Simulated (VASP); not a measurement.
## Relaxed cell of Pt (Platinum) with and without spin-orbit coupling

Aim: relax Pt (Platinum) with and without spin-orbit coupling. The starting structure is a measured crystal structure from the Crystallography Open Database. The first relaxation on each setting starts from this cell expanded by 3 % in volume.

Calculated with VASP 6.6.1; Kohn-Sham DFT with plane waves and PAW; PBEsol and PBEsol + spin-orbit coupling.

## (1) The structure

The structure is cubic, space group Fm-3m (No. 225). Conventional cell: a = 3.923 Å, b = 3.923 Å, c = 3.923 Å, α = 90.00°, β = 90.00°, γ = 90.00°. Nearest to Pt lie 12 Pt at 2.77 Å.

## (2) Relaxation without spin-orbit coupling

This run starts from the cell of an earlier relaxation, which isn't shown; the restart sets up the plane waves anew.

Contents of INCAR:

```
SYSTEM = Pt
PREC = Accurate
ENCUT = 450
EDIFF = 1E-06
NELM = 100
ISMEAR = 1
SIGMA = 0.15
LREAL = .FALSE.
ALGO = Normal
GGA = PS
NBANDS = 11
LASPH = .TRUE.
LORBIT = 11
LWAVE = .FALSE.
LCHARG = .FALSE.
KPAR = 8
IBRION = 2
NSW = 50
ISIF = 3
EDIFFG = -0.006
```

Contents of POSCAR:

```
Pt
1.0
    0.0000000000      1.9581104678      1.9581104678
    1.9581104678      0.0000000000      1.9581104678
    1.9581104678      1.9581104678      0.0000000000
Pt
1
Direct
    0.0000000000      0.0000000000      0.0000000000
```

Contents of KPOINTS:

```
Automatic mesh
0
Gamma
16 16 16
0 0 0
```

Potentials, in the order of the species: Pt (PBE family, release 64).

On the command line:

```
> mpirun -np 8 vasp_std
```

Output:

```text
[banner, memory and clock lines left out]
running    8 mpi-ranks, on    1 nodes
 distrk:  each k-point on    1 cores,    8 groups
 distr:  one band on    1 cores,    1 groups

 POSCAR found type information on POSCAR Pt
 POSCAR found :  1 types and       1 ions
|                                                                             |
|           W    W    AA    RRRRR   N    N  II  N    N   GGGG   !!!           |
|           W    W   A  A   R    R  NN   N  II  NN   N  G    G  !!!           |
|           W    W  A    A  R    R  N N  N  II  N N  N  G       !!!           |
|           W WW W  AAAAAA  RRRRR   N  N N  II  N  N N  G  GGG   !            |
|           WW  WW  A    A  R   R   N   NN  II  N   NN  G    G                |
|           W    W  A    A  R    R  N    N  II  N    N   GGGG   !!!           |
|                                                                             |
|     For optimal performance we recommend to set                             |
|       NCORE = 2 up to number-of-cores-per-socket                            |
|     NCORE specifies how many cores store one orbital (NPAR=cpu/NCORE).      |
|     This setting can greatly improve the performance of VASP for DFT.       |
|     The default, NCORE=1 might be grossly inefficient on modern             |
|     multi-core architectures or massively parallel machines. Do your        |
|     Unfortunately you need to use the default for GW and RPA                |
|     calculations (for HF NCORE is supported but not extensively tested      |
|     yet).                                                                   |
|                                                                             |

|                                                                             |
|               ----> ADVICE to this user running VASP <----                  |
|                                                                             |
|     You enforced a specific xc type in the INCAR file but a different       |
|     [... a line on the potential file left out ...]
|     I HOPE YOU KNOW WHAT YOU ARE DOING!                                     |
|                                                                             |

 LDA part: xc-table for (Slater+PW92), standard interpolation
 POSCAR, INCAR and KPOINTS ok, starting setup
 FFT: planning ... GRIDC
 FFT: planning ... GRID_SOFT
 FFT: planning ... GRID
 WAVECAR not read
 entering main loop
       N       E                     dE             d eps       ncg     rms          rms(c)
DAV:   1     0.333282581637E+02    0.33328E+02   -0.48890E+03  3350   0.743E+02
DAV:   2    -0.692851844545E+01   -0.40257E+02   -0.38560E+02  3658   0.163E+02
DAV:   3    -0.741628074225E+01   -0.48776E+00   -0.48377E+00  3712   0.170E+01
DAV:   4    -0.741821804354E+01   -0.19373E-02   -0.19371E-02  3682   0.126E+00
DAV:   5    -0.741823321029E+01   -0.15167E-04   -0.15166E-04  3754   0.102E-01    0.135E+01
DAV:   6    -0.701251015118E+01    0.40572E+00   -0.93340E-01  3412   0.762E+00    0.687E+00
DAV:   7    -0.696682400319E+01    0.45686E-01   -0.16090E-01  3667   0.307E+00    0.257E+00
DAV:   8    -0.696272321593E+01    0.41008E-02   -0.56326E-03  3484   0.685E-01    0.633E-01
DAV:   9    -0.696249137363E+01    0.23184E-03   -0.10798E-04  3559   0.982E-02    0.322E-02
DAV:  10    -0.696249569816E+01   -0.43245E-05   -0.27107E-06  3887   0.115E-02    0.443E-03
DAV:  11    -0.696249587052E+01   -0.17236E-06   -0.56493E-08  1916   0.217E-03
   1 F= -.69624959E+01 E0= -.69616467E+01  d E =-.696250E+01
 curvature:   0.00 expect dE= 0.000E+00 dE for cont linesearch  0.000E+00
 trial: gam= 0.00000 g(F)=  0.880E-64 g(S)=  0.990E-06 ort = 0.000E+00 (trialstep = 0.100E+01)
 search vector abs. value=  0.990E-06
 reached required accuracy - stopping structural energy minimisation
```

Elapsed: 4 s, on 8 MPI ranks of Intel Xeon Platinum 8259CL at 2.50GHz (Skylake/Cascade Lake), shared host; peak memory 1 GiB.

The logs omit lines about the potential files and the build; timing stands in the text.

From OUTCAR (step 2):

```text
ion  position               nearest neighbor table
   1  0.000  0.000  0.000-

  LATTYP: Found a face centered cubic cell.
 ALAT       =     3.9162209356

 Subroutine GETGRP returns: Found 48 space group operations
 (whereof 48 operations were pure point group operations)

The static configuration has the point symmetry O_h .

 Found    145 irreducible k-points:

   k-points           NKPTS =    145   k-points in BZ     NKDIM =    145   number of bands    NBANDS=     11

   dimension x,y,z NGX =    20 NGY =   20 NGZ =   20
   dimension x,y,z NGXF=    40 NGYF=   40 NGZF=   40

   ENCUT  =  450.0 eV  33.07 Ry    5.75 a.u.   4.79  4.79  4.79*2*pi/ulx,y,z

   NELECT =      10.0000    total number of electrons

 k-points in reciprocal lattice and weights: Automatic mesh
   0.00000000  0.00000000  0.00000000       0.000
   0.06250000  0.00000000  0.00000000       0.002
   0.12500000  0.00000000  0.00000000       0.002
   0.18750000  0.00000000  0.00000000       0.002
   0.25000000  0.00000000  0.00000000       0.002
   0.31250000  0.00000000  0.00000000       0.002
   0.37500000  0.00000000  0.00000000       0.002
   0.43750000  0.00000000  0.00000000       0.002
   0.50000000  0.00000000  0.00000000       0.001
[...]
-0.31250000  0.50000000  0.18750000       0.003
  -0.25000000  0.50000000  0.25000000       0.001

 average (electrostatic) potential at core
       1 -62.7624

 E-fermi :  11.1569

 k-point     1 :       0.0000    0.0000    0.0000
  band No.  band energies     occupation
    ...
      2       7.3439      2.00000
      3       7.3439      2.00000
      4       7.3439      2.00000
      5       9.5389      2.00000
      6       9.5389      2.00000
      7      25.7921      0.00000
      8      30.7756      0.00000
      9      30.7756      0.00000
     10      30.7756      0.00000
     11      36.0917      0.00000

 k-point     2 :       0.0625    0.0000    0.0000
  band No.  band energies     occupation
    ...
      2       7.2724      2.00000
      3       7.4070      2.00000
      4       7.4070      2.00000
      5       9.5032      2.00000
      6       9.5032      2.00000
      7      26.0397      0.00000
      8      29.9478      0.00000
      9      31.0195      0.00000
     10      31.0195      0.00000
     11      37.0008      0.00000

 k-point     3 :       0.1250    0.0000    0.0000
  band No.  band energies     occupation
    ...
      2       7.0970      2.00000
      3       7.5653      2.00000
      4       7.5653      2.00000
      5       9.4356      2.00000
      6       9.4356      2.00000
      7      26.6937      0.00000
      8      28.3011      0.00000
      9      31.7226      0.00000
     10      31.7226      0.00000
     11      37.4391      0.00000

  Total       -0.0026159     -0.0026159     -0.0026159     -0.0000000      0.0000000     -0.0000000
  in kB       -0.2791167     -0.2791167     -0.2791167     -0.0000000      0.0000000     -0.0000000
  external PRESSURE =      -0.2791167 kB  Pullay stress =       0.0000000 kB

  energy-cutoff  :      450.00
  volume of cell :       15.02
      direct lattice vectors                 reciprocal lattice vectors
     0.000000000  1.958110468  1.958110468    -0.255348209  0.255348209  0.255348209
     1.958110468  0.000000000  1.958110468     0.255348209 -0.255348209  0.255348209
     1.958110468  1.958110468  0.000000000     0.255348209  0.255348209 -0.255348209

 POSITION                                       TOTAL-FORCE (eV/Angst)
 -----------------------------------------------------------------------------------
      0.00000      0.00000      0.00000         0.000000      0.000000      0.000000
 -----------------------------------------------------------------------------------
    total drift:                                0.000000     -0.000000     -0.000000

  FREE ENERGIE OF THE ION-ELECTRON SYSTEM (eV)
  ---------------------------------------------------
  free  energy   TOTEN  =        -6.9624958705 eV

  energy  without entropy=       -6.9599482446  energy(sigma->0) =       -6.96164666

 reached required accuracy - stopping structural energy minimisation

 total charge
# of ion       s       p       d       tot
------------------------------------------
    1        0.637   0.622   8.034   9.293

[... 3 further parts left out ...]
```

The PAW data sets were made with PBE, which is usual practice but a small mismatch for other functionals. The run keeps the 48 symmetry operations of its start, so it cannot find a distortion of lower symmetry.

Without spin-orbit coupling the relaxed cell holds 15.016 Å³ an atom, with a = 3.916 Å.

## (3) Relaxation with spin-orbit coupling

Against step 2 the input has LNONCOLLINEAR = .TRUE., MAGMOM = 0 0 0, GGA_COMPAT = .FALSE. and LSORBIT = .TRUE. (also changed: NBANDS and LMAXMIX). This run starts from the cell of an earlier relaxation, which isn't shown; the restart sets up the plane waves anew.

Changes to INCAR since step 2:

```diff
@@ -10,4 +10,9 @@
 GGA = PS
-NBANDS = 11
+LNONCOLLINEAR = .TRUE.
+MAGMOM = 0 0 0
+NBANDS = 22
+GGA_COMPAT = .FALSE.
 LASPH = .TRUE.
+LSORBIT = .TRUE.
+LMAXMIX = 4
 LORBIT = 11
```

Contents of POSCAR:

```
Pt
1.0
    0.0000000000      1.9603881278      1.9603881278
    1.9603881278      0.0000000000      1.9603881278
    1.9603881278      1.9603881278      0.0000000000
Pt
1
Direct
    0.0000000000      0.0000000000      0.0000000000
```

KPOINTS is that of step 2.

On the command line:

```
> mpirun -np 8 vasp_ncl
```

Output:

```text
[banner, memory and clock lines left out]
running    8 mpi-ranks, on    1 nodes
[...]
[... a notice as in an earlier step ...]

 [... a notice as in an earlier step ...]

 LDA part: xc-table for (Slater+PW92), standard interpolation
 POSCAR, INCAR and KPOINTS ok, starting setup
[...]
entering main loop
       N       E                     dE             d eps       ncg     rms          rms(c)
DAV:   1     0.477431330567E+02    0.47743E+02   -0.44641E+03  6532   0.762E+02
DAV:   2    -0.664987929577E+01   -0.54393E+02   -0.50949E+02  7562   0.200E+02
DAV:   3    -0.779838098035E+01   -0.11485E+01   -0.11365E+01  7588   0.279E+01
DAV:   4    -0.780468280090E+01   -0.63018E-02   -0.63011E-02  7416   0.228E+00
[...]
DAV:  10    -0.735190565038E+01    0.17036E-04   -0.24946E-05  7136   0.512E-02    0.213E-02
DAV:  11    -0.735190822411E+01   -0.25737E-05   -0.70053E-07  6758   0.639E-03    0.106E-02
DAV:  12    -0.735190842769E+01   -0.20358E-06   -0.10808E-07  3694   0.294E-03
   1 F= -.73519084E+01 E0= -.73509796E+01  d E =-.735191E+01  mag=     0.0000    -0.0000    -0.0000
[...]
reached required accuracy - stopping structural energy minimisation
```

Run time: 14 s. Hardware: 8 MPI ranks; peak memory 1.6 GiB; 1.8 min of CPU time.

Parts of OUTCAR (step 3):

```text
  Total       -0.0016373     -0.0016373     -0.0016373     -0.0000000      0.0000000      0.0000000
  in kB       -0.1740908     -0.1740908     -0.1740908     -0.0000000      0.0000000      0.0000000
  external PRESSURE =      -0.1740908 kB  Pullay stress =       0.0000000 kB

 POSITION                                       TOTAL-FORCE (eV/Angst)
 -----------------------------------------------------------------------------------
      0.00000      0.00000      0.00000        -0.000000     -0.000000     -0.000000
 -----------------------------------------------------------------------------------
    total drift:                                0.000000     -0.000000     -0.000000

  FREE ENERGIE OF THE ION-ELECTRON SYSTEM (eV)
  ---------------------------------------------------
  free  energy   TOTEN  =        -7.3519084277 eV

  energy  without entropy=       -7.3491220046  energy(sigma->0) =       -7.35097962

 magnetization (x)
# of ion       s       p       d       tot
------------------------------------------
    1       -0.000   0.000   0.000  -0.000

 magnetization (y)
# of ion       s       p       d       tot
------------------------------------------
    1        0.000  -0.000   0.000   0.000

 magnetization (z)
# of ion       s       p       d       tot
------------------------------------------
    1        0.000   0.000  -0.000   0.000

[... 1 part as in an earlier step ...]

[... 3 further parts left out ...]
[key lines of the parts left out:]
E-fermi :  11.1730
```

With spin-orbit coupling the relaxed cell holds 15.068 Å³ an atom, with a = 3.921 Å.

## (4) The runs compared

```csv
run,volume (Å³/atom),a (Å),pressure left (GPa),core minutes
without spin-orbit coupling,15.016,3.9162,-0.028,2.03
with spin-orbit coupling,15.068,3.9208,-0.017,7.23
```

Core minutes are wall time times ranks, summed over the relaxations behind a row (those for a bulk modulus apart), on shared hosts.

## (5) Results

| Item | Value |
| --- | --- |
| volume without spin-orbit coupling | 15.016 Å³/atom |
| volume with spin-orbit coupling | 15.068 Å³/atom |

**Reading.** The run with spin-orbit coupling gives a volume +0.35 % from the one without. The relaxations stop with -0.028 and -0.017 GPa left; at a bulk modulus of 50 GPa, to name a scale, that difference alone shifts the volume by 0.02 %. The k mesh isn't tested here. GGA_COMPAT also differs between the two. Further runs on this material are not shown.

[Lines on the potential files, build, host, timing and source positions are cut from VASP's logs without a mark.]

[Logs are printed without paths, hosts, clocks, repeated set-up lines and the standing remarks that a program may print on its own settings, such as how far it seeks lower states.]

[Hosts, paths, dates, database ids (printed as entryN), source tags and the programs' standing remarks are cut or masked in the printed files.]
